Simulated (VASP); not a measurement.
A convergence study with VASP on C (diamond): one setting is varied, all else stays as given below, so the limit is that of these other settings.

```yaml
crystal:
  lattice:
    - [0.00000, 1.78350, 1.78350]
    - [1.78350, 0.00000, 1.78350]
    - [1.78350, 1.78350, 0.00000]
  atoms:
    - { symbol: C, position: [0.00000, 0.00000, 0.00000] }
    - { symbol: C, position: [0.25000, 0.25000, 0.25000] }
```

Level of theory: LDA (Ceperley-Alder, Perdew-Zunger), VASP's LDA PAW potentials (set 64) (plane waves; VASP). The tightest run used: 700 eV cut-off, 18×18×18 Monkhorst-Pack mesh, Gaussian smearing of 0.050 eV, potentials C.

### Question
The settings run are 1×1×1 mesh; 2×2×2 mesh; 3×3×3 mesh; 4×4×4 mesh; 5×5×5 mesh; 6×6×6 mesh; 7×7×7 mesh; 8×8×8 mesh; 9×9×9 mesh; 10×10×10 mesh; 11×11×11 mesh; 12×12×12 mesh; 13×13×13 mesh; 14×14×14 mesh; 15×15×15 mesh; 16×16×16 mesh; 17×17×17 mesh; 18×18×18 mesh. From which on does the energy per atom stay within 0.01 eV/atom of the tightest run?

### Answer
From 6×6×6 mesh on: it is off by 0.0000 there and by no more than 0.01 in any finer run, while 5×5×5 mesh is off by 0.0167.
```
setting        E (eV/atom)  pressure (GPa)  irreducible k-points  difference judged (eV/atom)
-------------  -----------  --------------  --------------------  ---------------------------
1×1×1 mesh          4.7586          315.34                     1                      14.8827
2×2×2 mesh        -10.0838          -12.88                     2                       0.0403
3×3×3 mesh         -9.8377           -7.73                     4                       0.2864
4×4×4 mesh        -10.1244          -12.69                    10                       0.0002
5×5×5 mesh        -10.1074          -12.41                    10                       0.0167
6×6×6 mesh        -10.1241          -12.67                    28                       0.0000
7×7×7 mesh        -10.1228          -12.65                    20                       0.0013
8×8×8 mesh        -10.1241          -12.67                    60                       0.0000
9×9×9 mesh        -10.1240          -12.67                    35                       0.0001
10×10×10 mesh     -10.1241          -12.67                   110                       0.0000
11×11×11 mesh     -10.1241          -12.67                    56                       0.0000
12×12×12 mesh     -10.1241          -12.67                   182                       0.0000
13×13×13 mesh     -10.1241          -12.67                    84                       0.0000
14×14×14 mesh     -10.1241          -12.67                   280                       0.0000
15×15×15 mesh     -10.1241          -12.67                   120                       0.0000
16×16×16 mesh     -10.1241          -12.67                   408                       0.0000
17×17×17 mesh     -10.1241          -12.67                   165                       0.0000
18×18×18 mesh     -10.1241          -12.67                   570                       0.0000
```

Left out are rungs that failed or repeat a setting and relaxations that didn't move; long series are thinned to 24 rows.

The compound is C in the diamond structure. The cell was not relaxed at this level.
